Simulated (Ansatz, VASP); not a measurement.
# C ((4,4) graphene nanotube in a second wall) in two plane-wave programs

Wanted: the spread between two codes on one cell, functional and k mesh. The cell is taken from a series of runs on this material, whose earlier steps may have relaxed, scaled, displaced or heated it; both programs get it as it stands.

Main program and level: Ansatz 0.2.0; plane waves, with VASP 6.6.1 beside it; single point at PBE.

**1. Starting point**

The cell holds 156 atoms: 156 C. Cell: a = 22.124 Å, b = 22.186 Å, c = 7.281 Å, α = 90.0°, β = 90.0°, γ = 90.0°. It derives from C (graphene). As first built, before any earlier steps moved the atoms (in the runner's words): graphene sheet (a = 2.46 A) rolled into an (4,4) tube of diameter 5.43 A inside an (9, 9) tube, 3 periods; minimised with a classical potential (cell length normal to the plane free) Then every atom was moved at random, 0.02 A r.m.s. a Cartesian component (hydrogen 0.6 of that). Vacuum lies along a and b. The structure's axis is c.

**2. VASP: single point, PBE**

With cell and atoms fixed, the geometry can't cause a difference; cores, projectors, grids and the points listed under the comparison can.

Lines of VASP's logs that name or quote its potential files are left out, and so is its time.

Contents of INCAR:

```
SYSTEM = C
PREC = Accurate
ENCUT = 520
EDIFF = 1E-06
NELM = 120
ISMEAR = -1
SIGMA = 0.05
LREAL = Auto
ALGO = Normal
GGA = PE
NBANDS = 421
LORBIT = 11
LWAVE = .FALSE.
LCHARG = .FALSE.
ISIF = 2
LASPH = .TRUE.
GGA_COMPAT = .FALSE.
```

Contents of POSCAR:

```
C
1.0
   22.1238900000      0.0000000000      0.0000000000
    0.0000000000     22.1857700000      0.0000000000
    0.0000000000      0.0000000000      7.2807800000
C
156
Direct
    0.6197700000      0.5295000000      0.1699700000
    0.6059700000      0.5616500000      0.0052400000
    0.5595400000      0.6055400000      0.0036500000
    0.5321600000      0.6176100000      0.1727400000
    0.4672700000      0.6174000000      0.1706600000
    0.4381300000      0.6064200000      0.0087200000
    0.3955300000      0.5627600000      0.0044500000
    0.3816400000      0.5318200000      0.1757500000
    0.3830700000      0.4691200000      0.1723100000
    0.3927300000      0.4387200000      0.3401200000
    0.4406000000      0.3945700000      0.0082600000
    0.4693000000      0.3821800000      0.1703100000
    0.5316200000      0.3812500000      0.1735700000
    0.5623100000      0.3952000000      0.3381200000
    0.6057200000      0.4371100000      0.0062600000
    0.6182700000      0.4683100000      0.1736400000
    0.7715600000      0.5334100000      0.1719300000
    0.7675800000      0.5619500000      0.0043600000
    0.7437200000      0.6209100000      0.0058700000
    0.7267300000      0.6481900000      0.1751200000
    0.6870400000      0.6968200000      0.1733900000
    0.6618900000      0.7172900000      0.0041700000
    0.6083400000      0.7496400000      0.3413400000
    0.5776400000      0.7593200000      0.1779100000
    0.5158200000      0.7717200000      0.1747400000
    0.4845900000      0.7711000000      0.0087700000
    0.4227000000      0.7608800000      0.0071400000
    0.3920100000      0.7509200000      0.1720300000
    0.3374400000      0.7174900000      0.1727700000
    0.3124600000      0.6968300000      0.3382400000
[... 120 atom lines left out ...]
    0.6626600000      0.2829800000      0.6783000000
    0.6855600000      0.3014300000      0.8409300000
    0.7264000000      0.3505500000      0.8407000000
    0.7447200000      0.3779500000      0.0119000000
    0.7649600000      0.4364900000      0.0048100000
    0.7696000000      0.4690500000      0.8398000000
```

Contents of KPOINTS:

```
Automatic mesh
0
Gamma
1 1 1
0 0 0
```

Potentials, in the order of the species: C (PBE family, release 64).

Run with:

```console
$ export OMP_NUM_THREADS=4
$ mpirun -np 1 vasp_gam
```

Numbers of over 12 decimals in the logs are rounded to 6 here.

The log of the run:

```text
[banner, memory and clock lines left out]
running    1 mpi-ranks, on    1 nodes
[...]
Offloading initialized ...    1 GPUs detected
[...]
LDA part: xc-table for (Slater+PW92), standard interpolation
 POSCAR, INCAR and KPOINTS ok, starting setup
[...]
entering main loop
       N       E                     dE             d eps       ncg     rms          rms(c)
DAV:   1     0.700891589831E+04    0.70089E+04   -0.29870E+05   882   0.130E+03
DAV:   2    -0.440858973309E+03   -0.74498E+04   -0.71089E+04  1284   0.323E+02
DAV:   3    -0.147418417009E+04   -0.10333E+04   -0.10230E+04  1036   0.130E+02
DAV:   4    -0.151152809003E+04   -0.37344E+02   -0.37138E+02  1060   0.290E+01
[...]
DAV:  26    -0.140113988880E+04   -0.78455E-05   -0.10160E-07   580   0.314E-04    0.133E-04
DAV:  27    -0.140113989122E+04   -0.24234E-05   -0.61196E-08   564   0.225E-04    0.790E-05
DAV:  28    -0.140113989168E+04   -0.45335E-06   -0.27733E-08   588   0.154E-04
   1 F= -.14011399E+04 E0= -.14010001E+04  d E =-.279533E+00
```

Parts of OUTCAR (step 2):

```text
  FREE ENERGIE OF THE ION-ELECTRON SYSTEM (eV)
  ---------------------------------------------------
  free  energy   TOTEN  =     -1401.1398916781 eV

  energy  without entropy=    -1400.8603586641  energy(sigma->0) =    -1401.00012517
```

**3. Ansatz: single point, PBE**

Ansatz runs on its default PAW (the set named soft_2) files.

The same cell, functional, mesh and smearing now go to Ansatz, which takes its cutoff from its data sets.

Contents of input.yaml:

```yaml
crystal:
  lattice:
    - [22.12389, 0.0, 0.0]
    - [0.0, 22.18577, 0.0]
    - [0.0, 0.0, 7.28078]
  atoms:
    - { symbol: C, position: [0.61977, 0.5295, 0.16997] }
    - { symbol: C, position: [0.60597, 0.56165, 0.00524] }
    - { symbol: C, position: [0.55954, 0.60554, 0.00365] }
    - { symbol: C, position: [0.53216, 0.61761, 0.17274] }
    - { symbol: C, position: [0.46727, 0.6174, 0.17066] }
    - { symbol: C, position: [0.43813, 0.60642, 0.00872] }
    - { symbol: C, position: [0.39553, 0.56276, 0.00445] }
    - { symbol: C, position: [0.38164, 0.53182, 0.17575] }
    - { symbol: C, position: [0.38307, 0.46912, 0.17231] }
    - { symbol: C, position: [0.39273, 0.43872, 0.34012] }
    - { symbol: C, position: [0.4406, 0.39457, 0.00826] }
    - { symbol: C, position: [0.4693, 0.38218, 0.17031] }
    - { symbol: C, position: [0.53162, 0.38125, 0.17357] }
    - { symbol: C, position: [0.56231, 0.3952, 0.33812] }
    - { symbol: C, position: [0.60572, 0.43711, 0.00626] }
    - { symbol: C, position: [0.61827, 0.46831, 0.17364] }
    - { symbol: C, position: [0.77156, 0.53341, 0.17193] }
    - { symbol: C, position: [0.76758, 0.56195, 0.00436] }
    - { symbol: C, position: [0.74372, 0.62091, 0.00587] }
    - { symbol: C, position: [0.72673, 0.64819, 0.17512] }
    - { symbol: C, position: [0.68704, 0.69682, 0.17339] }
    - { symbol: C, position: [0.66189, 0.71729, 0.00417] }
    - { symbol: C, position: [0.60834, 0.74964, 0.34134] }
    - { symbol: C, position: [0.57764, 0.75932, 0.17791] }
    - { symbol: C, position: [0.51582, 0.77172, 0.17474] }
    - { symbol: C, position: [0.48459, 0.7711, 0.00877] }
    - { symbol: C, position: [0.4227, 0.76088, 0.00714] }
    - { symbol: C, position: [0.39201, 0.75092, 0.17203] }
    - { symbol: C, position: [0.33744, 0.71749, 0.17277] }
    - { symbol: C, position: [0.31246, 0.69683, 0.33824] }
[... 120 atom lines left out ...]
    - { symbol: C, position: [0.66266, 0.28298, 0.6783] }
    - { symbol: C, position: [0.68556, 0.30143, 0.84093] }
    - { symbol: C, position: [0.7264, 0.35055, 0.8407] }
    - { symbol: C, position: [0.74472, 0.37795, 0.0119] }
    - { symbol: C, position: [0.76496, 0.43649, 0.00481] }
    - { symbol: C, position: [0.7696, 0.46905, 0.8398] }
kpoints:
  mp_grid: { grid: [1, 1, 1] }
hamiltonian:
  xc: pbe
scf:
  occupations: { method: fermi_dirac, width: 0.05 }
output:
  forces: true
  eigenvalues: true
  populations: true
```

Run with:

```console
$ ansatz run input.yaml --threads 4 --pin off --max-ram 8192MiB --backend cpu --events-out ev --progress --plain --runs-dir out
```

The log of the run:

```text
Engine: ansatz 0.2.0, x86_64-unknown-linux-gnu
Pseudopotentials: kind: paw
Pseudopotential: C, paw, valence charge 4, recommended cutoff 420 eV (normal), C.paw.azcp
Functional definition: PBE
  parameter kappa = 0.804
  parameter beta = 0.066725
  exchange = pbe_x(kappa = kappa, mu = beta*pi^2/3)
  correlation = pbe_c(beta = beta)
Crystal: 156 atoms, lattice volume = 3573.666 Å³
Basis set: ecut = 420 eV, 69791 PW (Γ), exchange–correlation on 300×300×100 points (8 copies of the dense FFT grid, shifted against one another)
Bands: 468, of which v1, the nominal top of the filled ones, is band 312 counted from 1 (311 counted from 0)
Symmetry: 1 space group operations
Space group: P1 (ITA 1), of the structure as read, at distance tolerance 1.5e-4 Å
k-points: 1
Non-local potential: C, projectors of the file, l = 0: 2, l = 1: 2, l = 2: 1
PAW form: soft (Blöchl's): semilocal exchange-correlation on the pseudo side does not see the compensation charge
PAW one-centre angular grid: C, 110 points (default); XC on 64 Gauss nodes
Initial density: superposition of atomic densities (neutral atoms: chi_scale 0, normalization atom), corrected by the library's trained network
Initial wavefunctions: pseudopotential atomic-orbital guess
Functional: x = pbe(κ = 0.804, μ = 0.219515), c = pbe(β = 0.066725)
SCF iter   1: F=—  HF=-39109.357726 eV  |F-HF|=—  |Δ(HF+E_count)|=         —  Δρ=4.10e-3  dr2=2.58e0  ethr=1.77e-3  ⟨swp⟩=8.0  Hψ=2425  notcnv=0  defer=131
preconditioner: auto → LDOS  [metal: Δε(μ)=0.089 eV  Ē_g=14.981 eV  σ=0.050 eV  W_gap=0.42  n_scr=524 (ndim 8)  ℏωp=15.5 eV  f_vac=0.612  D(μ)=26.70/eV (n_scr^D=90)  β→1.0]
SCF iter   2: F=—  HF=-39109.205314 eV  |F-HF|=—  |Δ(HF+E_count)|=   1.52e-1  Δρ=1.79e-3  dr2=1.78e-1  ethr=4.14e-4  ⟨swp⟩=2.0  Hψ=701  notcnv=0  defer=138
SCF iter   3: F=—  HF=-39109.174352 eV  |F-HF|=—  |Δ(HF+E_count)|=   3.10e-2  Δρ=6.93e-4  dr2=5.04e-2  ethr=2.85e-5  ⟨swp⟩=2.0  Hψ=597  notcnv=0  defer=138
SCF iter   4: F=—  HF=-39109.169039 eV  |F-HF|=—  |Δ(HF+E_count)|=   5.31e-3  Δρ=2.52e-4  dr2=7.87e-3  ethr=8.07e-6  ⟨swp⟩=2.0  Hψ=538  notcnv=0  defer=138
SCF iter   5: F=—  HF=-39109.168594 eV  |F-HF|=—  |Δ(HF+E_count)|=   4.45e-4  Δρ=8.85e-5  dr2=5.93e-4  ethr=1.26e-6  ⟨swp⟩=2.0  Hψ=574  notcnv=0  defer=138
SCF iter   6: F=—  HF=-39109.168625 eV  |F-HF|=—  |Δ(HF+E_count)|=   3.10e-5  Δρ=3.49e-5  dr2=1.04e-4  ethr=9.50e-8  ⟨swp⟩=2.0  Hψ=627  notcnv=0  defer=138
SCF iter   7: F=—  HF=-39109.168642 eV  |F-HF|=—  |Δ(HF+E_count)|=   1.76e-5  Δρ=1.93e-5  dr2=3.57e-5  ethr=1.66e-8  ⟨swp⟩=2.0  Hψ=574  notcnv=0  defer=138
SCF iter   8: F=—  HF=-39109.166877 eV  |F-HF|=—  |Δ(HF+E_count)|=   1.77e-3  Δρ=9.25e-6  dr2=7.52e-6  ethr=5.72e-9  ⟨swp⟩=2.0  Hψ=599  notcnv=0  defer=138
SCF iter   9: F=—  HF=-39109.166881 eV  |F-HF|=—  |Δ(HF+E_count)|=   4.11e-6  Δρ=3.80e-6  dr2=1.37e-6  ethr=1.21e-9  ⟨swp⟩=2.0  Hψ=714  notcnv=0  defer=138
SCF iter  10: F=—  HF=-39109.166883 eV  |F-HF|=—  |Δ(HF+E_count)|=   1.27e-6  Δρ=1.57e-6  dr2=3.24e-7  ethr=2.20e-10  ⟨swp⟩=2.0  Hψ=601  notcnv=0  defer=138
SCF iter  11: F=—  HF=-39109.166883 eV  |F-HF|=—  |Δ(HF+E_count)|=   5.34e-7  Δρ=8.06e-7  dr2=1.34e-7  ethr=1.60e-11  ⟨swp⟩=29.0  Hψ=4427  notcnv=0
SCF iter  12: F=-39109.166883 eV  HF=-39109.166883 eV  |F-HF|=1.23e-8  |Δ(HF+E_count)|=   2.00e-7  Δρ=4.28e-7  dr2=3.83e-8  ethr=1.60e-11  ⟨swp⟩=11.0  Hψ=1711  notcnv=0
SCF 1 converged in 12 iterations: F = -39109.166883 eV  dr2 = 3.83e-8
  greatest PAW one-centre occupation: 0.694 electrons in one spin orbital (limit 2), on the C atom at site 120 (counted from 0), in its partial waves of l = 0
SCF converged after 12 iterations
Free energy (F): -39109.166883 eV
Harris-Foulkes:  -39109.166883 eV  (|F-HF|=1.23e-8)
Internal energy: -39108.887485 eV  (E = F + TS)
E sigma→0 (E₀):  -39109.027184 eV
Entropy (-TS):   -0.279398 eV (-1.791 meV/atom)
Fermi energy:    0.217892 eV
--- Per-component energies (eV) ---
  E_band       = -5788.441950
  E_kinetic    = 14434.750467
  E_local      = -343436.588491  (includes V_loc(G=0)·N_el)
  E_nonlocal   = 4313.843596
  E_hartree    = 164665.721627
  E_xc         = -7540.697640
  E_vxc        = -9339.499057  (∫ρ·V_xc dr)
  E_paw        = -15522.993998  (= ΣΔE_a)
  E_vpaw       = -1092.392458  (= ΣTr[D̂ρ^β])
  E_aug_tail   = 0.001371  (compensation charges beyond the density's cutoff)
  E_ewald      = 143977.075582
  E_smearing   = -0.279398  (= −TS)
  E_closure    = 0.000000  (closes the sum)
  Σ components = -39109.166883   (vs F -39109.166883, Δ=0.00e0)
--- Forces (eV/Å), atoms counted from 1 ---
  atom   1  C     -0.75030977     2.71728979     1.30774999
  atom   2  C      0.08475463     0.40896379     1.05319798
  atom   3  C      2.26693611    -0.56497829     1.70323841
  atom   4  C     -1.82765472     0.46573587     0.25992493
  atom   5  C      1.81172707     0.84754105     2.64200843
[...]
atom 147  C      3.96855831    -0.85025638    -0.61623440
  atom 148  C     -1.40740789    -0.36335305     1.27599946
  atom 149  C     -0.60582486    -0.67580215     0.61471571
  atom 150  C      2.48275793     0.66134675    -0.53325265
  atom 151  C     -1.04091638    -1.51156669    -3.00028581
  atom 152  C      1.75082983     1.42188451     0.56070125
  atom 153  C      1.17830525     0.42446711     0.46111587
  atom 154  C     -0.98132419    -1.67575369    -2.65915096
  atom 155  C      0.51780999     1.61747236     0.83111630
  atom 156  C      0.37558734    -2.59301277    -0.28272861
  max |Σ_I F_I| component: 4.26e-5 eV/Å
--- Band table (eV) ---
  k-point 0: bands = [... 308 lower, -0.6098, -0.4362, 0.1759, 0.2029, 0.2425, 0.2629, 0.3592, 0.5127, ... 152 higher]
--- Löwdin populations: 156 sites ---
  site symbol       q [e]
     0      C      3.9722
     1      C      3.9678
     2      C      3.9573
     3      C      3.9681
     4      C      3.9568
     5      C      3.9686
     6      C      3.9577
     7      C      3.9659
     8      C      3.9633
     9      C      3.9663
    10      C      3.9578
    11      C      3.9617
    12      C      3.9656
    13      C      3.9574
    14      C      3.9680
    15      C      3.9556
    16      C      3.9575
    17      C      3.9568
    18      C      3.9591
    19      C      3.9595
    20      C      3.9631
    21      C      3.9588
    22      C      3.9617
    23      C      3.9559
[...]
148      C      3.9608
   149      C      3.9565
   150      C      3.9567
   151      C      3.9632
   152      C      3.9580
   153      C      3.9598
   154      C      3.9586
   155      C      3.9578
  spilling = 0.009817 (of n_electrons = 624.000000)
```

**4. Side by side**

Known differences besides the potentials themselves: the cutoff is 420 eV in Ansatz and 520 eV in VASP (PREC = Accurate, projectors in real space). Total energies have different zeros and are not compared.

Forces on 10 of the 156 atoms, those with the largest forces and the largest differences (eV/Å; atoms numbered as in POSCAR):

```
atom          Ansatz x, y, z            VASP x, y, z
  C7   -2.245, -2.205, 2.481   -2.252, -2.199, 2.472
 C68   0.106, -0.675, -2.068   0.122, -0.686, -2.082
 C69    0.222, -0.342, 4.925    0.224, -0.330, 4.926
 C99   0.045, -0.273, -3.958   0.054, -0.275, -3.961
C110   -1.211, -1.315, 0.707   -1.221, -1.293, 0.720
C113    0.585, -0.976, 2.446    0.561, -0.986, 2.446
C122   0.178, -0.337, -4.653   0.179, -0.346, -4.660
C137    -0.071, 0.306, 3.659    -0.072, 0.308, 3.653
C146  -2.075, -0.135, -3.588  -2.081, -0.138, -3.599
C147   3.969, -0.850, -0.616   3.965, -0.854, -0.621
```

The forces differ by 8.5 meV/Å r.m.s., which is 0.6 % of the r.m.s. force of 1.316 eV/Å (both taken over all components). With vacuum in the cell, a pressure given here is an average over mostly empty space and none of the material.

**5. Outcome**

| Quantity | Value |
| --- | --- |
| r.m.s. force difference (single point, PBE) | 0.65 % of the r.m.s. force |

What this shows: The r.m.s. force difference is 0.65 % of the r.m.s. force (single point, PBE), within the 3 % picked in this series as the mark of a large difference. How closely two codes agree says nothing of how well the functional describes the real material.

[Lines on the potential files, build, host, timing and source positions are cut from VASP's logs without a mark.]

[Logs are printed without paths, hosts, clocks, repeated set-up lines and the standing remarks that a program may print on its own settings, such as how far it seeks lower states.]

[Hosts, paths, dates, database ids (printed as entryN), source tags and the programs' standing remarks are cut or masked in the printed files.]
